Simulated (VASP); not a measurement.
## GW on MgS (Niningerite)

Aim: the quasiparticle gap of MgS (Niningerite), and what it costs to get it. The cell is of the rock-salt type, one of the forms listed for this formula. The start is a cell from a database of measured crystal structures.

Program: VASP 6.6.1. Level of theory: PBE; plane waves and PAW (S_GW, Mg_GW), in the first sound run; inputs show where later runs differ. Results are calculated unless marked as measured.

### Step 1. The structure

It takes space group Fm-3m (No. 225, cubic). Conventional cell: a = 5.203 Å, b = 5.203 Å, c = 5.203 Å, α = 90.00°, β = 90.00°, γ = 90.00°. S has 6 Mg at 2.60 Å nearest. Mg has 6 S at 2.60 Å nearest. Farther neighbours and most contacts between anions are not listed.

Structure file:

```cif
data_structure
_symmetry_space_group_name_H-M 'Fm-3m'
_symmetry_Int_Tables_number 225
_cell_length_a 5.2033
_cell_length_b 5.2033
_cell_length_c 5.2033
_cell_angle_alpha 90.000
_cell_angle_beta 90.000
_cell_angle_gamma 90.000
_cell_volume 140.88
loop_
_atom_site_label
_atom_site_type_symbol
_atom_site_symmetry_multiplicity
_atom_site_Wyckoff_symbol
_atom_site_fract_x
_atom_site_fract_y
_atom_site_fract_z
_atom_site_occupancy
S1 S 4 b 0.50000 0.00000 0.00000 1
Mg1 Mg 4 a 0.00000 0.00000 0.00000 1
```

### Step 2. Ground state

The orbitals come from a self-consistent PBE run with a tight EDIFF and a narrow smearing. KPOINTS_OPT adds the bands along a path, which shows whether the mesh holds the band edges.

INCAR

```
SYSTEM = MgS
PREC = Accurate
ENCUT = 300
EDIFF = 1E-08
NELM = 100
ISMEAR = 0
SIGMA = 0.01
LREAL = .FALSE.
ALGO = Normal
GGA = PE
NBANDS = 10
LORBIT = 11
LWAVE = .TRUE.
LCHARG = .FALSE.
KPAR = 8
```

POSCAR

```
MgS
1.0
    0.0000000000      2.6016500000      2.6016500000
    2.6016500000      0.0000000000      2.6016500000
    2.6016500000      2.6016500000      0.0000000000
S Mg
1 1
Direct
    0.5000000000      0.5000000000      0.5000000000
    0.0000000000      0.0000000000      0.0000000000
```

KPOINTS

```
Automatic mesh
0
Gamma
4 4 4
0 0 0
```

KPOINTS_OPT

```
Line mode
12
Line-mode
Reciprocal
  0.00000000   0.00000000   0.00000000 GAMMA
  0.50000000   0.00000000   0.50000000 X

  0.50000000   0.00000000   0.50000000 X
  0.50000000   0.25000000   0.75000000 W

  0.50000000   0.25000000   0.75000000 W
  0.37500000   0.37500000   0.75000000 K

  0.37500000   0.37500000   0.75000000 K
  0.00000000   0.00000000   0.00000000 GAMMA

  0.00000000   0.00000000   0.00000000 GAMMA
  0.50000000   0.50000000   0.50000000 L

  0.50000000   0.50000000   0.50000000 L
  0.62500000   0.25000000   0.62500000 U

  0.62500000   0.25000000   0.62500000 U
  0.50000000   0.25000000   0.75000000 W

  0.50000000   0.25000000   0.75000000 W
  0.50000000   0.50000000   0.50000000 L

  0.50000000   0.50000000   0.50000000 L
  0.37500000   0.37500000   0.75000000 K

  0.62500000   0.25000000   0.62500000 U
  0.50000000   0.00000000   0.50000000 X
```

Potentials, in the order of the species: S_GW and Mg_GW (PBE family, release 64).

Started as:

```
> mpirun -np 8 vasp_std
```

What it wrote:

```text
[banner, memory and clock lines left out]
running    8 mpi-ranks, on    1 nodes
 distrk:  each k-point on    1 cores,    8 groups
 distr:  one band on    1 cores,    1 groups

 POSCAR found type information on POSCAR S Mg
 POSCAR found :  2 types and       2 ions
|                                                                             |
|           W    W    AA    RRRRR   N    N  II  N    N   GGGG   !!!           |
|           W    W   A  A   R    R  NN   N  II  NN   N  G    G  !!!           |
|           W    W  A    A  R    R  N N  N  II  N N  N  G       !!!           |
|           W WW W  AAAAAA  RRRRR   N  N N  II  N  N N  G  GGG   !            |
|           WW  WW  A    A  R   R   N   NN  II  N   NN  G    G                |
|           W    W  A    A  R    R  N    N  II  N    N   GGGG   !!!           |
|                                                                             |
|     For optimal performance we recommend to set                             |
|       NCORE = 2 up to number-of-cores-per-socket                            |
|     NCORE specifies how many cores store one orbital (NPAR=cpu/NCORE).      |
|     This setting can greatly improve the performance of VASP for DFT.       |
|     The default, NCORE=1 might be grossly inefficient on modern             |
|     multi-core architectures or massively parallel machines. Do your        |
|     Unfortunately you need to use the default for GW and RPA                |
|     calculations (for HF NCORE is supported but not extensively tested      |
|     yet).                                                                   |
|                                                                             |

 LDA part: xc-table for (Slater+PW92), standard interpolation
 POSCAR, INCAR and KPOINTS ok, starting setup
 FFT: planning ... GRIDC
 FFT: planning ... GRID_SOFT
 FFT: planning ... GRID
 WAVECAR not read
 entering main loop
       N       E                     dE             d eps       ncg     rms          rms(c)
DAV:   1     0.125812164174E+02    0.12581E+02   -0.38383E+03   160   0.550E+02
DAV:   2    -0.810933206721E+01   -0.20691E+02   -0.19147E+02   236   0.802E+01
DAV:   3    -0.886072878939E+01   -0.75140E+00   -0.75048E+00   198   0.178E+01
DAV:   4    -0.887992791166E+01   -0.19199E-01   -0.19196E-01   214   0.255E+00
DAV:   5    -0.888061550362E+01   -0.68759E-03   -0.68758E-03   214   0.374E-01    0.278E+00
DAV:   6    -0.850006140118E+01    0.38055E+00   -0.82441E-01   174   0.401E+00    0.124E+00
DAV:   7    -0.845525418413E+01    0.44807E-01   -0.22906E-01   212   0.225E+00    0.544E-01
DAV:   8    -0.845533282021E+01   -0.78636E-04   -0.10933E-02   210   0.805E-01    0.518E-02
DAV:   9    -0.845528517972E+01    0.47640E-04   -0.30021E-04   196   0.979E-02    0.210E-02
DAV:  10    -0.845532019881E+01   -0.35019E-04   -0.65979E-05   188   0.497E-02    0.952E-03
DAV:  11    -0.845531632236E+01    0.38764E-05   -0.99062E-06   184   0.160E-02    0.157E-03
DAV:  12    -0.845531563622E+01    0.68614E-06   -0.47658E-07   230   0.437E-03    0.148E-04
DAV:  13    -0.845531560305E+01    0.33173E-07   -0.18824E-08   144   0.764E-04    0.849E-05
DAV:  14    -0.845531560508E+01   -0.20360E-08   -0.59781E-10    96   0.178E-04
   1 F= -.84553156E+01 E0= -.84553156E+01  d E =-.189089E-47
 Start KPOINTS_OPT (optional k-point list driver)
k-point batch [1-8\120]
       N       E                     dE             ncg
DAV:   1     0.206920550436E+03   -0.39158E+03      160
DAV:   2     0.114422756018E+02   -0.19548E+03      240
DAV:   3     0.348342229427E+01   -0.79589E+01      192
DAV:   4     0.334515024915E+01   -0.13827E+00      180
DAV:   5     0.333949499029E+01   -0.56553E-02      214
DAV:   6     0.333936549065E+01   -0.12950E-03      206
DAV:   7     0.333936138279E+01   -0.41079E-05      212
DAV:   8     0.333936135239E+01   -0.30398E-07      210
DAV:   9     0.333936135193E+01   -0.45798E-09      106
[...]
k-point batch [113-120\120]
       N       E                     dE             ncg
DAV:   1     0.824804198207E+02   -0.18341E+04      168
DAV:   2    -0.539814760348E+02   -0.13646E+03      238
DAV:   3    -0.589201917886E+02   -0.49387E+01      236
DAV:   4    -0.589943200245E+02   -0.74128E-01      254
DAV:   5    -0.589944883249E+02   -0.16830E-03      204
DAV:   6    -0.589944910076E+02   -0.26828E-05      296
DAV:   7    -0.589944910208E+02   -0.13196E-07      204
DAV:   8    -0.589944910211E+02   -0.28953E-09      270
 writing wavefunctions
```

The job ended after 3.8 s (8 MPI ranks of Intel Xeon Platinum 8259CL at 2.50GHz (Skylake/Cascade Lake), shared host; peak memory 1 GiB).

Lines that name or quote the potential files are left out of all logs, and their timing lines are given in words.

From OUTCAR (step 2):

```text
ion  position               nearest neighbor table
   1  0.500  0.500  0.500-
   2  0.000  0.000  0.000-

  LATTYP: Found a face centered cubic cell.
 ALAT       =     5.2033000000

 Subroutine GETGRP returns: Found 48 space group operations
 (whereof 48 operations were pure point group operations)

The static configuration has the point symmetry O_h .

 Found      8 irreducible k-points:

   k-points           NKPTS =      8   k-points in BZ     NKDIM =      8   number of bands    NBANDS=     10

   dimension x,y,z NGX =    24 NGY =   24 NGZ =   24
   dimension x,y,z NGXF=    48 NGYF=   48 NGZF=   48

   ENCUT  =  300.0 eV  22.05 Ry    4.70 a.u.   5.20  5.20  5.20*2*pi/ulx,y,z

   NELECT =       8.0000    total number of electrons

 k-points in reciprocal lattice and weights: Automatic mesh
   0.00000000  0.00000000  0.00000000       0.016
   0.25000000  0.00000000  0.00000000       0.125
   0.50000000  0.00000000  0.00000000       0.062
   0.25000000  0.25000000  0.00000000       0.094
   0.50000000  0.25000000  0.00000000       0.375
  -0.25000000  0.25000000  0.00000000       0.188
   0.50000000  0.50000000  0.00000000       0.047
  -0.25000000  0.50000000  0.25000000       0.094

 average (electrostatic) potential at core
       1 -89.3753       2 -36.9135

 E-fermi :   3.8701

 k-point     1 :       0.0000    0.0000    0.0000
  band No.  band energies     occupation
      1      -8.9028      2.00000
      2       3.7693      2.00000
      3       3.7693      2.00000
      4       3.7693      2.00000
      5       7.4660      0.00000
      6      11.6891      0.00000
      7      11.6891      0.00000
      8      11.6891      0.00000
      9      14.0495      0.00000
    ...

 k-point     2 :       0.2500    0.0000    0.0000
  band No.  band energies     occupation
      1      -8.3418      2.00000
      2       0.9541      2.00000
      3       3.4475      2.00000
      4       3.4475      2.00000
      5       8.7135      0.00000
      6      11.5502      0.00000
      7      11.5502      0.00000
      8      12.0516      0.00000
      9      14.0073      0.00000
    ...

 k-point     3 :       0.5000    0.0000    0.0000
  band No.  band energies     occupation
      1      -7.5928      2.00000
      2      -1.0741      2.00000
      3       3.1785      2.00000
      4       3.1785      2.00000
      5       8.3021      0.00000
      6      10.6413      0.00000
      7      10.6413      0.00000
      8      13.8557      0.00000
      9      15.9165      0.00000
    ...

  Total        0.2212101      0.2212101      0.2212101     -0.0000000     -0.0000000      0.0000000
  in kB       10.0632643     10.0632643     10.0632643     -0.0000000     -0.0000000      0.0000000
  external PRESSURE =      10.0632643 kB  Pullay stress =       0.0000000 kB

  energy-cutoff  :      300.00
  volume of cell :       35.22
      direct lattice vectors                 reciprocal lattice vectors
     0.000000000  2.601650000  2.601650000    -0.192185728  0.192185728  0.192185728
     2.601650000  0.000000000  2.601650000     0.192185728 -0.192185728  0.192185728
     2.601650000  2.601650000  0.000000000     0.192185728  0.192185728 -0.192185728

 POSITION                                       TOTAL-FORCE (eV/Angst)
 -----------------------------------------------------------------------------------
      2.60165      2.60165      2.60165        -0.000000      0.000000     -0.000000
      0.00000      0.00000      0.00000         0.000000     -0.000000      0.000000
 -----------------------------------------------------------------------------------
    total drift:                               -0.000000     -0.000000      0.000000

  FREE ENERGIE OF THE ION-ELECTRON SYSTEM (eV)
  ---------------------------------------------------
  free  energy   TOTEN  =        -8.4553156051 eV

  energy  without entropy=       -8.4553156051  energy(sigma->0) =       -8.45531561

 total charge
# of ion       s       p       d       tot
------------------------------------------
    1        1.298   2.480   0.010   3.788
    2        0.133   0.128   0.040   0.301
--------------------------------------------------
tot          1.431   2.608   0.050   4.089

[... 3 further parts left out ...]
```

Numbers from this step:

```
free energy (TOTEN)               : -8.455 eV
Fermi energy                      : 3.870 eV
pressure                          : 1.006 GPa
least gap on mesh and path        : 2.752 eV
least direct gap on mesh and path : 3.697 eV
```

The highest empty bands on the path are converged less tightly, to about 0.1 eV. Electronic bands along the path, in eV, zero at the valence-band top; v1 is the highest filled band, c1 the lowest empty one:

| point | v3 | v2 | v1 | c1 | c2 | c3 | c4 |
| --- | --- | --- | --- | --- | --- | --- | --- |
| Γ | 0.00 | 0.00 | 0.00 | 3.70 | 7.92 | 7.92 | 7.92 |
| 0.55 of the way | -2.81 | -1.09 | -1.09 | 4.67 | 5.40 | 8.57 | 10.47 |
| X | -4.20 | -1.69 | -1.69 | 2.75 | 4.38 | 11.99 | 12.70 |
| 0.45 of the way | -4.00 | -2.17 | -2.01 | 3.62 | 5.30 | 10.31 | 10.83 |
| W | -3.24 | -3.24 | -2.37 | 5.23 | 7.94 | 7.94 | 8.03 |
| 0.45 of the way | -3.56 | -3.12 | -1.93 | 4.66 | 6.94 | 8.70 | 9.19 |
| K | -3.70 | -3.19 | -1.36 | 3.88 | 6.69 | 9.64 | 10.06 |
| 0.55 of the way | -2.78 | -1.26 | -0.24 | 6.01 | 7.21 | 7.45 | 7.96 |
| Γ | 0.00 | 0.00 | 0.00 | 3.70 | 7.92 | 7.92 | 7.92 |
| 0.45 of the way | -2.50 | -0.28 | -0.28 | 4.96 | 7.92 | 7.92 | 8.04 |
| L | -4.84 | -0.59 | -0.59 | 4.53 | 6.87 | 6.87 | 10.09 |
| 0.45 of the way | -4.51 | -1.76 | -0.86 | 5.16 | 6.46 | 7.71 | 9.89 |
| U | -3.70 | -3.19 | -1.36 | 3.88 | 6.69 | 9.64 | 10.06 |
| 0.45 of the way | -3.60 | -3.14 | -1.79 | 4.46 | 6.85 | 8.90 | 9.42 |
| W | -3.24 | -3.24 | -2.37 | 5.23 | 7.94 | 7.94 | 8.03 |
| 0.55 of the way | -4.40 | -1.96 | -1.05 | 5.65 | 5.92 | 8.15 | 9.60 |
| L | -4.84 | -0.59 | -0.59 | 4.53 | 6.87 | 6.87 | 10.09 |
| 0.45 of the way | -4.51 | -1.76 | -0.86 | 5.16 | 6.46 | 7.71 | 9.89 |
| K | -3.70 | -3.19 | -1.36 | 3.88 | 6.69 | 9.64 | 10.06 |
| jump to U | -3.70 | -3.19 | -1.36 | 3.88 | 6.69 | 9.64 | 10.06 |
| 0.45 of the way | -4.05 | -2.34 | -1.59 | 3.25 | 5.13 | 10.99 | 11.21 |
| X | -4.20 | -1.69 | -1.69 | 2.75 | 4.38 | 11.99 | 12.70 |

Of the projections kept (S, Mg), the largest for each band there; the rest of the weight can lie on other orbitals:

| point | v3 | v2 | v1 | c1 | c2 | c3 | c4 |
| --- | --- | --- | --- | --- | --- | --- | --- |
| Γ | S 0.97 | S 0.97 | S 0.97 | S 0.65 | S 0.70 | S 0.70 | S 0.70 |
| X | S 0.87 | S 0.92 | S 0.92 | Mg 0.71 | S 0.68 | S 0.86 | S 0.71 |
| W | S 0.88 | S 0.88 | S 0.81 | S 0.53 | S 0.88 | S 0.88 | Mg 0.54 |
| K | S 0.88 | S 0.82 | S 0.93 | Mg 0.63 | S 0.77 | S 0.57 | S 0.91 |
| Γ | S 0.97 | S 0.97 | S 0.97 | S 0.65 | S 0.70 | S 0.70 | S 0.70 |
| L | S 0.76 | S 0.97 | S 0.97 | S 0.72 | Mg 0.53 | Mg 0.53 | Mg 0.56 |

The electronic bands as a text plot (rows in eV, shown from -4.8 to 7.8 only):

```
    7.6 |++ +        ++    ++++ ++ +++++    +         +   + +
    7.0 |  +           +     +++        ++++ ++ ++ +   +++ + +
    6.5 |   +           ++                 ++  +    +  + ++
    6.0 |           +       +++                      ++       +
    5.4 |   ++        +    +                      +++++   +
    4.9 |  + +++   + + +  +    +     +++   +++   +     + + +   +
    4.4 | +     +++ +           +  ++   +++   + +       +   +   +
    3.9 |+    +         ++       ++            +             ++
    3.3 |      ++  +                                           +
    2.8 |        ++                                             +
    2.3 |
    1.8 |
    1.2 |
    0.7 |
    0.2 |*                     *****
   -0.4 |****               ****** ********             *
   -0.9 |    *            **    *         ****       *** ****
   -1.4 |  *  ***       **    **    *         ***   * *   *  ****
   -1.9 |   *    ****  *    **       *      *    * * *     *   **
   -2.5 |           ***    *                 *    * *
   -3.0 |    *       ******   *       *       ******        ***
   -3.5 |     **     ****** **         *       *** *         *
   -4.1 |       *****      *                 **     *       * ***
   -4.6 |                               *****        *******
         Γ       X    W  K        Γ      L     U  W     L   K|U X
```

The cell has a gap of 2.75 eV on mesh and path.

### Step 3. Empty bands, functional PBE

ALGO = Exact makes the empty bands from the converged ground state in one step. LOPTICS writes the k-derivatives of the orbitals (WAVEDER), which give the long-wavelength limit of the screening.

INCAR

```
SYSTEM = MgS
PREC = Accurate
ENCUT = 300
ISMEAR = 0
SIGMA = 0.01
LREAL = .FALSE.
GGA = PE
NBANDS = 232
ALGO = Exact
NELM = 1
LWAVE = .TRUE.
LCHARG = .FALSE.
LOPTICS = .TRUE.
NEDOS = 1000
CSHIFT = 0.1
```

POSCAR is that of step 2.

KPOINTS is that of step 2.

Started as:

```
> mpirun -np 8 vasp_std
```

What it wrote:

```text
[banner, memory and clock lines left out]
running    8 mpi-ranks, on    1 nodes
 distrk:  each k-point on    8 cores,    1 groups
 distr:  one band on    1 cores,    8 groups

 POSCAR found type information on POSCAR S Mg
 POSCAR found :  2 types and       2 ions
 [... a notice as in an earlier step ...]

 LDA part: xc-table for (Slater+PW92), standard interpolation
 found WAVECAR, reading the header
  number of bands has changed, file:    10 present:   232
  trying to continue reading WAVECAR, but it might fail
 POSCAR, INCAR and KPOINTS ok, starting setup
 FFT: planning ... GRIDC
 FFT: planning ... GRID_SOFT
 FFT: planning ... GRID
 reading WAVECAR
 random initialization beyond band           10
 the WAVECAR file was read successfully
 initial charge from wavefunction
 entering main loop
       N       E                     dE             d eps       ncg     rms          rms(c)
DIA:   1    -0.845531563166E+01   -0.84553E+01    0.00000E+00     0   0.000E+00
   1 F= -.84553156E+01 E0= -.84553156E+01  d E =-.986589-123
 writing wavefunctions
 optical routines
 imaginary and real dielectric function
 recalculating local potential from charge density
 direction            1
 direction            2
 direction            3
```

It took 2.2 s on 8 MPI ranks; peak memory 0.85 GiB; 12 s of CPU time.

From OUTCAR (step 3):

```text
The static configuration has the point symmetry O_h .

 Found      8 irreducible k-points:

   k-points           NKPTS =      8   k-points in BZ     NKDIM =      8   number of bands    NBANDS=    232

   NELECT =       8.0000    total number of electrons

 E-fermi :   3.9352

 k-point     1 :       0.0000    0.0000    0.0000
  band No.  band energies     occupation
      1      -8.9028      2.00000
      2       3.7694      2.00000
      3       3.7694      2.00000
      4       3.7694      2.00000
      5       7.4661      0.00000
      6      11.6891      0.00000
      7      11.6891      0.00000
      8      11.6891      0.00000
      9      14.0495      0.00000
    ...

 k-point     2 :       0.2500    0.0000    0.0000
  band No.  band energies     occupation
      1      -8.3417      2.00000
      2       0.9541      2.00000
      3       3.4475      2.00000
      4       3.4475      2.00000
      5       8.7135      0.00000
      6      11.5502      0.00000
      7      11.5502      0.00000
      8      12.0516      0.00000
      9      14.0073      0.00000
    ...

  Total        0.2208474      0.2208474      0.2208474     -0.0000000      0.0000000     -0.0000000
  in kB       10.0467655     10.0467655     10.0467655     -0.0000000      0.0000000     -0.0000000
  external PRESSURE =      10.0467655 kB  Pullay stress =       0.0000000 kB

 POSITION                                       TOTAL-FORCE (eV/Angst)
 -----------------------------------------------------------------------------------
      2.60165      2.60165      2.60165         0.000000     -0.000000     -0.000000
      0.00000      0.00000      0.00000        -0.000000      0.000000      0.000000
 -----------------------------------------------------------------------------------
    total drift:                               -0.000000     -0.000000      0.000000

  FREE ENERGIE OF THE ION-ELECTRON SYSTEM (eV)
  ---------------------------------------------------
  free  energy   TOTEN  =        -8.4553156317 eV

  energy  without entropy=       -8.4553156317  energy(sigma->0) =       -8.45531563

 plasma frequency squared (from intraband transitions) (eV^2)
  --------------------------------------------------------------------------------------
       0.000       0.000      -0.000
       0.000       0.000      -0.000
      -0.000      -0.000       0.000

[... 7 parts as in an earlier step ...]

[... 5 further parts left out ...]
```

The gap is read on the k-mesh alone, so it is an upper bound where the band edges lie off the mesh.

A gap read on the k-mesh alone can miss the band edges.

This step gave:

```
gap on the k-mesh              : 2.751 eV
least direct gap on the k-mesh : 3.697 eV
```

WAVECAR now holds 232 bands for 8 electrons. Its independent-particle dielectric tensor has xx, yy, zz = 7.1, 7.1, 7.1 on this mesh, which isn't tested for convergence in mesh or bands and lacks local fields.

[end of part 1 of 5]

[Lines on the potential files, build, host, timing and source positions are cut from VASP's logs without a mark.]

[Logs are printed without paths, hosts, clocks, repeated set-up lines and the standing remarks that a program may print on its own settings, such as how far it seeks lower states.]

[Hosts, paths, dates, database ids (printed as entryN), source tags and the programs' standing remarks are cut or masked in the printed files.]

[Pressures printed for these runs are not shown converged in the cutoff: they can be off by several GPa and have the wrong sign.]
